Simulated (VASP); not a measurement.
# Ta2Bi2O (I4/mmm) in VASP: relaxation of cell and atoms with PBE

Aim: the relaxation of cell and atoms of Ta2Bi2O with PBE.

All numbers are computed with VASP 6.6.1; they aren't measurements. Logs are shortened: lines on timing, memory, paths and dates and some standing lists are left out, and cuts for length are marked.

## 1. Starting point

Symmetry: I4/mmm, No. 139, tetragonal system. The conventional cell has a = 4.250 Å, b = 4.250 Å, c = 11.466 Å, α = 90.00°, β = 90.00°, γ = 90.00°. Around Ta (site symmetry 4mm) lie 4 Bi at 2.59 Å and 1 Ta at 2.77 Å. Bi (site symmetry -4m2) has 4 Ta at 2.59 Å as nearest neighbours. O (site symmetry 4/mmm) has 8 Ta at 3.31 Å and 8 Bi at 3.57 Å as nearest neighbours.

The cell was built by a generator and needn't be a form met in nature.

## 2. Relaxation of cell and atoms, PBE

The input, INCAR:

```
SYSTEM = Ta2Bi2O
ALGO = Fast
EDIFF = 1E-4
EDIFFG = -0.08
ENCUT = 520
GGA = PE
IBRION = 2
ISIF = 3
ISMEAR = 0
LASPH = .TRUE.
LCHARG = .FALSE.
LREAL = .FALSE.
LWAVE = .FALSE.
NELM = 60
NSW = 24
PREC = Normal
SIGMA = 0.15
```

The input, KPOINTS:

```
k-points
0
G
  5 5 5
  0 0 0
```

The input, POSCAR:

```
Ta2Bi2O
1.0
   -2.1249647200      2.1249647200      5.7327614000
    2.1249647200     -2.1249647200      5.7327614000
    2.1249647200      2.1249647200     -5.7327614000
Ta Bi O
2 2 1
Direct
    0.6208527700      0.6208527700      0.0000000000
    0.3791472300      0.3791472300      0.0000000000
    0.7500000000      0.2500000000      0.5000000000
    0.2500000000      0.7500000000      0.5000000000
    0.0000000000      0.0000000000      0.0000000000
```

Potentials or basis: VASP PAW PBE potentials, release 64 (Ta_pv, Bi_d, O).

Command:

```console
$ cat potpaw_PBE.64/Ta_pv/POTCAR potpaw_PBE.64/Bi_d/POTCAR potpaw_PBE.64/O/POTCAR > POTCAR
$ mpirun -np 1 vasp_std > vasp.out
```

OUTCAR:

```text
SYSTEM = Ta2Bi2O
   EDIFF = 1E-4
   EDIFFG = -0.08
   ENCUT = 520
   GGA = PE
   IBRION = 2
   ISIF = 3
   ISMEAR = 0
   LASPH = .TRUE.
   LREAL = .FALSE.
   NELM = 60
   NSW = 24
   PREC = Normal

 ion  position               nearest neighbor table
   1  0.621  0.621  0.000-   3 2.59   4 2.59   4 2.59   3 2.59   2 2.77
   2  0.379  0.379  0.000-   3 2.59   4 2.59   4 2.59   3 2.59   1 2.77
   3  0.750  0.250  0.500-   1 2.59   2 2.59   2 2.59   1 2.59   4 3.01   4 3.01   4 3.01   4 3.01

   4  0.250  0.750  0.500-   1 2.59   2 2.59   2 2.59   1 2.59   3 3.01   3 3.01   3 3.01   3 3.01

   5  0.000  0.000  0.000-

  LATTYP: Found a body centered tetragonal cell.
 ALAT       =     4.2499294400
 C/A-ratio  =     2.6978148607

  Lattice vectors:

 A1 = (  -2.1249647200,   2.1249647200,   5.7327614000)
 A2 = (   2.1249647200,  -2.1249647200,   5.7327614000)
 A3 = (   2.1249647200,   2.1249647200,  -5.7327614000)

Analysis of symmetry for initial positions (statically):
=====================================================================
 Subroutine PRICEL returns:
 Original cell was already a primitive cell.

 Routine SETGRP: Setting up the symmetry group for a
 body centered tetragonal supercell.

 Subroutine GETGRP returns: Found 16 space group operations
 (whereof 16 operations were pure point group operations)
 out of a pool of 16 trial point group operations.

The static configuration has the point symmetry D_4h.

Analysis of symmetry for dynamics (positions and initial velocities):
=====================================================================
 Subroutine PRICEL returns:
 Original cell was already a primitive cell.

 Routine SETGRP: Setting up the symmetry group for a
 body centered tetragonal supercell.

 Subroutine GETGRP returns: Found 16 space group operations
 (whereof 16 operations were pure point group operations)
 out of a pool of 16 trial point group operations.

The dynamic configuration has the point symmetry D_4h.

 Subroutine INISYM returns: Found 16 space group operations
 (whereof 16 operations are pure point group operations),
 and found     1 'primitive' translations

----------------------------------------------------------------------------------------

                                     Primitive cell

  volume of cell :     103.5446

  direct lattice vectors                    reciprocal lattice vectors
    -2.124964720  2.124964720  5.732761400     0.000000000  0.235298024  0.087218003
     2.124964720 -2.124964720  5.732761400     0.235298024  0.000000000  0.087218003
     2.124964720  2.124964720 -5.732761400     0.235298024  0.235298024  0.000000000

  length of vectors
     6.472673589  6.472673589  6.472673589     0.250942504  0.250942504  0.332761657

  position of ions in fractional coordinates (direct lattice)
     0.620852770  0.620852770  0.000000000
     0.379147230  0.379147230  0.000000000
     0.750000000  0.250000000  0.500000000
     0.250000000  0.750000000  0.500000000
     0.000000000  0.000000000  0.000000000

  ion indices of the primitive-cell ions
   primitive index   ion index
                 1           1
                 2           2
                 3           3
                 4           4
                 5           5

----------------------------------------------------------------------------------------

 KPOINTS: k-points

Automatic generation of k-mesh.
 Grid dimensions read from file:
 generate k-points for:    5    5    5

 Generating k-lattice:

  Cartesian coordinates                     Fractional coordinates (reciprocal lattice)
     0.000000000  0.047059605  0.017443601     0.200000000  0.000000000 -0.000000000
     0.047059605  0.000000000  0.017443601     0.000000000  0.200000000 -0.000000000
     0.047059605  0.047059605  0.000000000     0.000000000  0.000000000  0.200000000

  Length of vectors
     0.050188501  0.050188501  0.066552331

  Shift w.r.t. Gamma in fractional coordinates (k-lattice)
     0.000000000  0.000000000  0.000000000

 Subroutine IBZKPT returns following result:
 ===========================================

 Found     18 irreducible k-points:

 Following reciprocal coordinates:
            Coordinates               Weight
  0.000000  0.000000  0.000000      1.000000
  0.200000 -0.000000  0.000000      8.000000
  0.400000 -0.000000  0.000000      8.000000
  0.200000  0.200000  0.000000      8.000000
  0.400000  0.200000  0.000000     16.000000
 -0.400000  0.200000 -0.000000     16.000000
[... 10 lines left out ...]
 -0.400000  0.400000  0.400000      4.000000
 -0.400000 -0.400000  0.400000      2.000000
   k-points           NKPTS =     18   k-points in BZ     NKDIM =     18   number of bands    NBANDS=     34
   number of dos      NEDOS =    301   number of ions     NIONS =      5
   total plane-waves  NPLWV =  46656
   dimension x,y,z NGX =    36 NGY =   36 NGZ =   36
   dimension x,y,z NGXF=    72 NGYF=   72 NGZF=   72
   ions per type =               2   2   1
   NGX,Y,Z   is equivalent  to a cutoff of   9.25,  9.25,  9.25 a.u.
   NGXF,Y,Z  is equivalent  to a cutoff of  18.49, 18.49, 18.49 a.u.
 SYSTEM =  Ta2Bi2O
   PREC   = normal    normal or accurate (medium, high low for compatibility)
   ISTART =      0    job   : 0-new  1-cont  2-samecut
   ICHARG =      2    charge: 1-file 2-atom 10-const
   ISPIN  =      1    spin polarized calculation?
   LNONCOLLINEAR =      F non collinear calculations
   LSORBIT =      F    spin-orbit coupling
   LASPH  =      T    aspherical Exc in radial PAW
   ENCUT  =  520.0 eV  38.22 Ry    6.18 a.u.  12.03 12.03 12.03*2*pi/ulx,y,z
   NELM   =     60;   NELMIN=  2; NELMDL= -5     # of ELM steps
   EDIFF  = 0.1E-03   stopping-criterion for ELM
   LREAL  =      F    real-space projection
   EDIFFG = -.8E-01   stopping-criterion for IOM
   NSW    =     24    number of steps for IOM
   IBRION =      2    ionic relax: 0-MD 1-quasi-New 2-CG
   NFREE  =      1    steps in history (QN), initial steepest desc. (CG)
   ISIF   =      3    stress and relaxation
   ISYM   =      2    0-nonsym 1-usesym 2-fastsym
   POTIM  = 0.5000    time-step for ionic-motion
   TEBEG  =    0.0;   TEEND  =   0.0 temperature during run
   PSTRESS=    0.0 pullay stress
   NELECT =      58.0000    total number of electrons
   NUPDOWN=      -1.0000    fix difference up-down
   EMIN   =  10.00;   EMAX   =-10.00  energy-range for DOS
   EFERMI =   0.00;   METHOD = LEGACY
   ISMEAR =     0;   SIGMA  =   0.15  broadening in eV -4-tet -1-fermi 0-gaus
   EFERMI_NEDOS =   21; number of points for ismear=-14 and -15
   IALGO  =     68    algorithm
   IMIX   =      4    mixing-type and parameters
     AMIX     =   0.40;   BMIX     =  1.00
     AMIX_MAG =   1.60;   BMIX_MAG =  1.00
  volume/ion in A,a.u.               =      20.71       139.75
  Fermi-wavevector in a.u.,A,eV,Ry     =   1.349507  2.550198 24.778501  1.821168
  Thomas-Fermi vector in A             =   2.477088
   LORBIT       =      0    0 simple, 1 ext, 2 COOP (PROOUT), +10 PAW based schemes
   GGA     = PE    functional components
   LHFCALC =     F    Hartree Fock is set to
   AEXX    =    0.0000 exact exchange contribution
   IVDW    =     0    specifies the selected vdW correction
   LEPSILON=     F    determine dielectric tensor
   LRPA    =     F    only Hartree local field effects (RPA)
 conjugate gradient relaxation of ions
 non-spin polarized calculation
 RMM-DIIS sequential band-by-band and
 Gauss-broadening in eV      SIGMA  =   0.15
  energy-cutoff  :      520.00
  volume of cell :      103.54
 maximum number of plane-waves:      2800
   NGX = 23   NGY = 23   NGZ = 23

--------------------------------------- Ionic step        1  -------------------------------------------

 number of electron      57.9999989 magnetization

 Free energy of the ion-electron system (eV)
  ---------------------------------------------------
  ext. energy  EPLUGINS =         0.00000000
  ---------------------------------------------------
  free energy    TOTEN  =       -26.23452876 eV

  energy without entropy =      -26.18593467  energy(sigma->0) =      -26.21023171

------------------------ aborting loop because EDIFF is reached ----------------------------------------

  FORCE on cell =-STRESS in cart. coord.  units (eV):
  Direction    XX          YY          ZZ          XY          YZ          ZX
  --------------------------------------------------------------------------------------
  -------------------------------------------------------------------------------------
  Total       25.2680030     25.2680030     17.1917657      0.0000000     -0.0000000      0.0000000
  in kB      390.9796888    390.9796888    266.0135501      0.0000000     -0.0000000      0.0000000
  external PRESSURE =     349.3243092 kB  Pullay stress =       0.0000000 kB
[... 63 lines left out ...]
  energy  without entropy=      -25.7734385005  energy(sigma->0) =      -25.82052169

--------------------------------------- Ionic step        3  -------------------------------------------

 number of electron      57.9999941 magnetization

 E-fermi :   4.3535     XC(G=0):  -9.8740

 val. band max:        4.2822954279   @ k =  -0.4000   0.4000   0.0000
 cond. band min:       4.3594509798   @ k =   0.4000   0.2000   0.0000
 fundamental gap:      0.0771555519
 Fermi energy:         4.3535332411

 k-point     1 :       0.0000    0.0000    0.0000
  band No.  band energies     occupation
      1     -30.7903      2.00000
      2     -30.7535      2.00000
      3     -30.7535      2.00000
      4     -30.6306      2.00000
      5     -30.6306      2.00000
      6     -29.7615      2.00000
[... 691 lines left out ...]
  energy  without entropy=      -29.6105337444  energy(sigma->0) =      -29.63344764

--------------------------------------- Ionic step        4  -------------------------------------------

 number of electron      57.9999978 magnetization

 E-fermi :   4.5393     XC(G=0):  -9.9638

 val. band max:        4.5302315314   @ k =   0.4000   0.2000   0.0000
 cond. band min:       4.6197591493   @ k =   0.2000   0.2000   0.2000
 fundamental gap:      0.0895276179
 Fermi energy:         4.5393033314

 k-point     1 :       0.0000    0.0000    0.0000
  band No.  band energies     occupation
      1     -30.5905      2.00000
      2     -30.5553      2.00000
      3     -30.5553      2.00000
      4     -30.4380      2.00000
      5     -30.4380      2.00000
      6     -29.6024      2.00000
[... 847 lines left out ...]
  energy  without entropy=      -29.6807694455  energy(sigma->0) =      -29.70185955

--------------------------------------- Ionic step        9  -------------------------------------------

 number of electron      58.0000012 magnetization

 Free energy of the ion-electron system (eV)
  ---------------------------------------------------
  ext. energy  EPLUGINS =         0.00000000
  ---------------------------------------------------
  free energy    TOTEN  =       -29.72732588 eV

  energy without entropy =      -29.68481794  energy(sigma->0) =      -29.70607191

 E-fermi :   4.8342     XC(G=0): -10.1039

 val. band max:        4.7640518945   @ k =  -0.4000   0.4000   0.0000
 cond. band min:       4.8496541124   @ k =   0.4000   0.2000   0.0000
 fundamental gap:      0.0856022179
 Fermi energy:         4.8341746225

 k-point     1 :       0.0000    0.0000    0.0000
  band No.  band energies     occupation
      1     -30.3491      2.00000
      2     -30.2334      2.00000
      3     -30.2334      2.00000
      4     -30.0961      2.00000
      5     -30.0961      2.00000
      6     -29.2164      2.00000
[... 687 lines left out ...]
  FREE ENERGIE OF THE ION-ELECTRON SYSTEM (eV)
  ---------------------------------------------------
  free  energy   TOTEN  =       -29.7273258762 eV

  energy  without entropy=      -29.6848179384  energy(sigma->0) =      -29.70607191

 reached required accuracy - stopping structural energy minimisation
```

Wall time 3.7 min (1 thread of Intel Xeon Platinum 8488C (Sapphire Rapids), shared host); peak memory 0.25 GiB.

Results:

- Free energy: -29.7273 eV
- Relaxed volume: 25.44 Å³/atom
- Relaxed cell: a = 6.867 Å, b = 6.867 Å, c = 6.867 Å, α = 141.01°, β = 141.01°, γ = 56.32°
- Space group after relaxing (to 0.05 Å): I4/mmm (No. 139)
- Energy gained by relaxing: 698.6 meV/atom
- Ionic steps: 9
- Pressure after relaxing: -0.1 GPa
- Largest force after relaxing: 0.045 eV/Å
- Band gap on the k mesh: none (metal or under the smearing width)

Forces in eV/Å, atoms in the order of the input:
```
Ta   0.000  0.000 -0.045
Ta   0.000  0.000  0.045
Bi   0.000  0.000  0.000
Bi   0.000  0.000  0.000
O    0.000  0.000  0.000
```

The path:
```csv
step,energy change (eV),largest force (eV/Å),pressure (GPa),volume (Å³)
1,0.0000,8.2317,34.93,103.54
2,0.3669,2.6528,-10.92,186.76
3,-3.4218,0.1529,-3.27,133.57
4,-3.4649,0.1728,-1.99,130.95
5,-3.4754,0.4988,-0.73,128.64
6,-3.4755,0.4031,-0.85,129.17
7,-3.4884,0.0069,0.03,127.44
8,-3.4884,0.0474,-0.03,127.54
9,-3.4928,0.0455,-0.07,127.19
```

Final structure:
```
Ta Bi O
1.0
    -2.29173    2.29173    6.05448
     2.29173   -2.29173    6.05448
     2.29173    2.29173   -6.05448
Ta Bi O
2 2 1
Direct
  0.60374 0.60374 0.00000
  0.39626 0.39626 0.00000
  0.75000 0.25000 0.50000
  0.25000 0.75000 0.50000
  0.00000 0.00000 0.00000
```

Caveat: the k mesh is coarse (spacing up to 0.42 Å⁻¹), so the values aren't converged; the volume moved by over 15 % at a fixed basis, so the end points are rough; spin-orbit coupling is left out, which moves the levels of the heavy elements; the relaxation stopped at a loose force limit of 0.08 eV/Å, so its end isn't a converged minimum.
